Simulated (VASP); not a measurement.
# NaMgF3 (Pm-3m) in VASP: single point with LDA

Aim: the single point of NaMgF3 with LDA.

All numbers are computed with VASP 6.6.1; they aren't measurements. Logs are shortened: lines on timing, memory, paths and dates and some standing lists are left out, and cuts for length are marked.

## (1) The structure

It takes space group Pm-3m (No. 221, cubic). The conventional cell has a = 3.951 Å, b = 3.951 Å, c = 3.951 Å, α = 90.00°, β = 90.00°, γ = 90.00°. Around Na (site symmetry m-3m) lie 12 F at 2.79 Å. Mg (site symmetry m-3m) is surrounded by 6 F at 1.98 Å. Around F (site symmetry 4/mmm) lie 2 Mg at 1.98 Å.

The cell comes from a database or a generator and needn't be the stable form of this composition.

## (2) Single point, LDA

File INCAR:

```
PREC     = Accurate       # precision mode
ENCUT    = 520            # plane-wave cutoff, eV
EDIFF    = 1E-7           # SCF threshold, eV
ISMEAR   = 0              # smearing method
SIGMA    = 0.05           # smearing width, eV
LREAL    = False          # projectors in reciprocal space
LASPH    = True           # aspherical terms in the spheres
NELM     = 100            # most SCF steps
ALGO     = Fast           # electronic algorithm
ISIF     = 2              # what is computed and relaxed
LWAVE    = False          # write WAVECAR
LCHARG   = False          # write CHGCAR
NBANDS   = 23             # bands
```

File KPOINTS:

```
Automatic mesh
0
Gamma
  6 6 6
```

File POSCAR:

```
NaMgF3
1.0
    3.9508390000      0.0000000000      0.0000000000
    0.0000000000      3.9508390000      0.0000000000
    0.0000000000      0.0000000000      3.9508390000
Na Mg F
1 1 3
Direct
    0.0000000000      0.0000000000      0.0000000000
    0.5000000000      0.5000000000      0.5000000000
    0.5000000000      0.5000000000      0.0000000000
    0.5000000000      0.0000000000      0.5000000000
    0.0000000000      0.5000000000      0.5000000000
```

Potentials or basis: VASP PAW LDA potentials, release 64 (Na_pv, Mg, F).

Command:

```sh
cat potpaw_LDA.64/Na_pv/POTCAR potpaw_LDA.64/Mg/POTCAR potpaw_LDA.64/F/POTCAR > POTCAR
mpirun -np 1 vasp_std > vasp.out
```

OUTCAR:

```text
PREC = Accurate
   ENCUT = 520
   EDIFF = 1E-7
   ISMEAR = 0
   LREAL = False
   LASPH = True
   NELM = 100
   ISIF = 2

 ion  position               nearest neighbor table
   1  0.000  0.000  0.000-
   2  0.500  0.500  0.500-   3 1.98   4 1.98   5 1.98   3 1.98   4 1.98   5 1.98
   3  0.500  0.500  0.000-   2 1.98   2 1.98
   4  0.500  0.000  0.500-   2 1.98   2 1.98
   5  0.000  0.500  0.500-   2 1.98   2 1.98

  LATTYP: Found a simple cubic cell.
 ALAT       =     3.9508390000

  Lattice vectors:

 A1 = (   3.9508390000,   0.0000000000,   0.0000000000)
 A2 = (   0.0000000000,   3.9508390000,   0.0000000000)
 A3 = (   0.0000000000,   0.0000000000,   3.9508390000)

Analysis of symmetry for initial positions (statically):
=====================================================================
 Subroutine PRICEL returns:
 Original cell was already a primitive cell.

 Routine SETGRP: Setting up the symmetry group for a
 simple cubic supercell.

 Subroutine GETGRP returns: Found 48 space group operations
 (whereof 48 operations were pure point group operations)
 out of a pool of 48 trial point group operations.

The static configuration has the point symmetry O_h .

Analysis of symmetry for dynamics (positions and initial velocities):
=====================================================================
 Subroutine PRICEL returns:
 Original cell was already a primitive cell.

 Routine SETGRP: Setting up the symmetry group for a
 simple cubic supercell.

 Subroutine GETGRP returns: Found 48 space group operations
 (whereof 48 operations were pure point group operations)
 out of a pool of 48 trial point group operations.

The dynamic configuration has the point symmetry O_h .

 Subroutine INISYM returns: Found 48 space group operations
 (whereof 48 operations are pure point group operations),
 and found     1 'primitive' translations

----------------------------------------------------------------------------------------

                                     Primitive cell

  volume of cell :      61.6692

  direct lattice vectors                    reciprocal lattice vectors
     3.950839000  0.000000000  0.000000000     0.253110795  0.000000000  0.000000000
     0.000000000  3.950839000  0.000000000     0.000000000  0.253110795  0.000000000
     0.000000000  0.000000000  3.950839000     0.000000000  0.000000000  0.253110795

  length of vectors
     3.950839000  3.950839000  3.950839000     0.253110795  0.253110795  0.253110795

  position of ions in fractional coordinates (direct lattice)
     0.000000000  0.000000000  0.000000000
     0.500000000  0.500000000  0.500000000
     0.500000000  0.500000000  0.000000000
     0.500000000  0.000000000  0.500000000
     0.000000000  0.500000000  0.500000000

  ion indices of the primitive-cell ions
   primitive index   ion index
                 1           1
                 2           2
                 3           3
                 4           4
                 5           5

----------------------------------------------------------------------------------------

 KPOINTS: Automatic mesh

Automatic generation of k-mesh.
 Grid dimensions read from file:
 generate k-points for:    6    6    6

 Generating k-lattice:

  Cartesian coordinates                     Fractional coordinates (reciprocal lattice)
     0.042185132  0.000000000  0.000000000     0.166666667  0.000000000  0.000000000
     0.000000000  0.042185132  0.000000000     0.000000000  0.166666667  0.000000000
     0.000000000  0.000000000  0.042185132     0.000000000  0.000000000  0.166666667

  Length of vectors
     0.042185132  0.042185132  0.042185132

  Shift w.r.t. Gamma in fractional coordinates (k-lattice)
     0.000000000  0.000000000  0.000000000

 Subroutine IBZKPT returns following result:
 ===========================================

 Found     20 irreducible k-points:

 Following reciprocal coordinates:
            Coordinates               Weight
  0.000000  0.000000  0.000000      1.000000
  0.166667  0.000000  0.000000      6.000000
  0.333333  0.000000  0.000000      6.000000
  0.500000  0.000000  0.000000      3.000000
  0.166667  0.166667  0.000000     12.000000
  0.333333  0.166667  0.000000     24.000000
[... 12 lines left out ...]
  0.500000  0.500000  0.333333      6.000000
  0.500000  0.500000  0.500000      1.000000
   k-points           NKPTS =     20   k-points in BZ     NKDIM =     20   number of bands    NBANDS=     23
   number of dos      NEDOS =    301   number of ions     NIONS =      5
   total plane-waves  NPLWV =  27000
   dimension x,y,z NGX =    30 NGY =   30 NGZ =   30
   dimension x,y,z NGXF=    60 NGYF=   60 NGZF=   60
   ions per type =               1   1   3
   NGX,Y,Z   is equivalent  to a cutoff of  12.62, 12.62, 12.62 a.u.
   NGXF,Y,Z  is equivalent  to a cutoff of  25.25, 25.25, 25.25 a.u.
 SYSTEM =  unknown system
   PREC   = accura    normal or accurate (medium, high low for compatibility)
   ISTART =      0    job   : 0-new  1-cont  2-samecut
   ICHARG =      2    charge: 1-file 2-atom 10-const
   ISPIN  =      1    spin polarized calculation?
   LNONCOLLINEAR =      F non collinear calculations
   LSORBIT =      F    spin-orbit coupling
   LASPH  =      T    aspherical Exc in radial PAW
   ENCUT  =  520.0 eV  38.22 Ry    6.18 a.u.   7.35  7.35  7.35*2*pi/ulx,y,z
   NELM   =    100;   NELMIN=  2; NELMDL= -5     # of ELM steps
   EDIFF  = 0.1E-06   stopping-criterion for ELM
   LREAL  =      F    real-space projection
   EDIFFG = 0.1E-05   stopping-criterion for IOM
   NSW    =      0    number of steps for IOM
   IBRION =     -1    ionic relax: 0-MD 1-quasi-New 2-CG
   NFREE  =      0    steps in history (QN), initial steepest desc. (CG)
   ISIF   =      2    stress and relaxation
   ISYM   =      2    0-nonsym 1-usesym 2-fastsym
   POTIM  = 0.5000    time-step for ionic-motion
   TEBEG  =    0.0;   TEEND  =   0.0 temperature during run
   PSTRESS=    0.0 pullay stress
   NELECT =      30.0000    total number of electrons
   NUPDOWN=      -1.0000    fix difference up-down
   EMIN   =  10.00;   EMAX   =-10.00  energy-range for DOS
   EFERMI =   0.00;   METHOD = LEGACY
   ISMEAR =     0;   SIGMA  =   0.05  broadening in eV -4-tet -1-fermi 0-gaus
   EFERMI_NEDOS =   21; number of points for ismear=-14 and -15
   IALGO  =     68    algorithm
   IMIX   =      4    mixing-type and parameters
     AMIX     =   0.40;   BMIX     =  1.00
     AMIX_MAG =   1.60;   BMIX_MAG =  1.00
  volume/ion in A,a.u.               =      12.33        83.23
  Fermi-wavevector in a.u.,A,eV,Ry     =   1.287536  2.433090 22.555030  1.657748
  Thomas-Fermi vector in A             =   2.419544
   LORBIT       =      0    0 simple, 1 ext, 2 COOP (PROOUT), +10 PAW based schemes
   GGA     = CA    functional components
   LHFCALC =     F    Hartree Fock is set to
   AEXX    =    0.0000 exact exchange contribution
   IVDW    =     0    specifies the selected vdW correction
   LEPSILON=     F    determine dielectric tensor
   LRPA    =     F    only Hartree local field effects (RPA)
 non-spin polarized calculation
 RMM-DIIS sequential band-by-band and
 Gauss-broadening in eV      SIGMA  =   0.05
  energy-cutoff  :      520.00
  volume of cell :       61.67
 maximum number of plane-waves:      1675
 NGX is ok and might be reduce to    30
   NGX = 15   NGY = 15   NGZ = 15

 number of electron      29.9999968 magnetization

 Free energy of the ion-electron system (eV)
  ---------------------------------------------------
  ext. energy  EPLUGINS =         0.00000000
  ---------------------------------------------------
  free energy    TOTEN  =       -26.60030638 eV

  energy without entropy =      -26.60030638  energy(sigma->0) =      -26.60030638

 E-fermi :  -1.8040     XC(G=0):  -9.8804

 val. band max:       -2.0490422344   @ k =   0.5000   0.5000   0.5000
 cond. band min:       3.5592366531   @ k =   0.0000   0.0000   0.0000
 fundamental gap:      5.6082788875
 Fermi energy:        -1.8039803845

 k-point     1 :       0.0000    0.0000    0.0000
  band No.  band energies     occupation
      1     -22.1093      2.00000
      2     -22.1093      2.00000
      3     -22.1093      2.00000
      4     -21.9326      2.00000
      5     -21.1280      2.00000
      6     -21.1280      2.00000
[... 15 lines left out ...]
     22      12.9200      0.00000
     23      13.7369      0.00000

 k-point     2 :       0.1667    0.0000    0.0000
  band No.  band energies     occupation
      1     -22.1533      2.00000
      2     -22.1089      2.00000
      3     -22.1089      2.00000
      4     -21.8446      2.00000
      5     -21.1632      2.00000
      6     -21.1262      2.00000
[... 15 lines left out ...]
     22      13.8921      0.00000
     23      13.9015      0.00000

 k-point     3 :       0.3333    0.0000    0.0000
  band No.  band energies     occupation
      1     -22.2039      2.00000
      2     -22.1082      2.00000
      3     -22.1082      2.00000
      4     -21.6768      2.00000
      5     -21.2619      2.00000
      6     -21.1217      2.00000
[... 15 lines left out ...]
     22      14.0832      0.00000
     23      14.0833      0.00000
[... 391 lines left out ...]
 k-point    19 :       0.5000    0.5000    0.3333
  band No.  band energies     occupation
      1     -22.1279      2.00000
      2     -22.1279      2.00000
      3     -22.1155      2.00000
      4     -21.3448      2.00000
      5     -21.3220      2.00000
      6     -21.3220      2.00000
[... 15 lines left out ...]
     22      11.7859      0.00000
     23      13.4462      0.00000

 k-point    20 :       0.5000    0.5000    0.5000
  band No.  band energies     occupation
      1     -22.1186      2.00000
      2     -22.1186      2.00000
      3     -22.1186      2.00000
      4     -21.3291      2.00000
      5     -21.3291      2.00000
      6     -21.3291      2.00000
[... 15 lines left out ...]
     22      10.6797      0.00000
     23      13.2469      0.00000

------------------------ aborting loop because EDIFF is reached ----------------------------------------

  FORCE on cell =-STRESS in cart. coord.  units (eV):
  Direction    XX          YY          ZZ          XY          YZ          ZX
  --------------------------------------------------------------------------------------
  -------------------------------------------------------------------------------------
  Total       -2.8538827     -2.8538827     -2.8538827      0.0000000     -0.0000000      0.0000000
  in kB      -74.1444607    -74.1444607    -74.1444607      0.0000000     -0.0000000      0.0000000
  external PRESSURE =     -74.1444607 kB  Pullay stress =       0.0000000 kB

 VOLUME and BASIS-vectors are now :
 -----------------------------------------------------------------------------
  energy-cutoff  :      520.00
  volume of cell :       61.67
      direct lattice vectors                 reciprocal lattice vectors
     3.950839000  0.000000000  0.000000000     0.253110795  0.000000000  0.000000000
     0.000000000  3.950839000  0.000000000     0.000000000  0.253110795  0.000000000
     0.000000000  0.000000000  3.950839000     0.000000000  0.000000000  0.253110795

 POSITION                                       TOTAL-FORCE (eV/Angst)
 -----------------------------------------------------------------------------------
      0.00000      0.00000      0.00000         0.000000      0.000000      0.000000
      1.97542      1.97542      1.97542         0.000000      0.000000      0.000000
      1.97542      1.97542      0.00000         0.000000      0.000000      0.000000
      1.97542      0.00000      1.97542         0.000000      0.000000      0.000000
      0.00000      1.97542      1.97542         0.000000      0.000000      0.000000
 -----------------------------------------------------------------------------------
    total drift:                                0.000000      0.000000     -0.000000

  FREE ENERGIE OF THE ION-ELECTRON SYSTEM (eV)
  ---------------------------------------------------
  free  energy   TOTEN  =       -26.6003063772 eV

  energy  without entropy=      -26.6003063772  energy(sigma->0) =      -26.60030638
```

Wall time 22 s (1 thread of Intel Xeon 6975P-C (Granite Rapids), shared host); peak memory 0.15 GiB.

What came out:

| Quantity | Value |
| --- | --- |
| Free energy | -26.6003 eV |
| Pressure | -7.4 GPa |
| Band gap on the k mesh | 5.61 eV, indirect (least direct gap 6.06 eV) |

Levels at points of the mesh, in eV from the valence-band top:
```
           k point  band 12  band 13  band 14  band 15  band 16  band 17  band 18  band 19
(0.00, 0.00, 0.00)    -0.65    -0.45    -0.45    -0.45     5.61    12.85    13.10    13.10
(0.50, 0.00, 0.00)    -1.05    -0.86    -0.53    -0.53     8.56     8.95    14.40    14.40
(0.50, 0.50, 0.00)    -1.19    -1.04    -1.04    -0.01    10.13    10.72    10.72    12.62
(0.50, 0.50, 0.50)    -1.18     0.00     0.00     0.00     9.92    12.43    12.43    12.43
```

A k mesh can miss the band edges. Expect the measured gap to be larger: semilocal functionals such as LDA lack the derivative discontinuity.
